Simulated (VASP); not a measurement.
Given:

```
HfO2
1.0
    0.00000     2.51593     2.51593
    2.51593     0.00000     2.51593
    2.51593     2.51593     0.00000
Hf O
1 2
Direct
  0.00000   0.00000   0.00000
  0.25000   0.25000   0.25000
  0.75000   0.75000   0.75000
```

Computed with r2SCAN meta-GGA, VASP's PBE PAW potentials (set 64) (plane waves; VASP 6.6.1). Run with 620 eV cut-off, 8×8×8 Γ-centred mesh, Gaussian smearing of 0.050 eV, potentials Hf_pv O.

The ions, cell shape and volume at an external pressure of 5.0 GPa are relaxed. What does this cell relax into?

```
HfO2
1.0
    0.00000     2.50148     2.50148
    2.50148     0.00000     2.50148
    2.50148     2.50148     0.00000
Hf O
1 2
Direct
  0.00000   0.00000   0.00000
  0.25000   0.25000   0.25000
  0.75000   0.75000   0.75000
```
Space group Fm-3m (225), at a tolerance of 0.03 Å.

How do energy and volume change from the first to the last step?

The energy (σ→0) changes by +2.8 meV/atom and the volume by -1.7 %, in 3 ionic steps.

| step | E(σ→0) (eV) | max force (eV/Å) | pressure (GPa) | volume (Å³) |
|---|---|---|---|---|
| 1 | -68.5619 | 0.000 | -0.07 | 31.85 |
| 2 | -68.4934 | 0.000 | 15.11 | 30.33 |
| 3 | -68.5536 | 0.000 | 4.88 | 31.31 |

The compound is HfO2 in the fluorite structure, the high-temperature cubic form, which is unstable at 0 K; the monoclinic form is the stable one. This run relaxes it under an external pressure of 5 GPa. Symmetry was kept, so distortions that lower it aren't found.
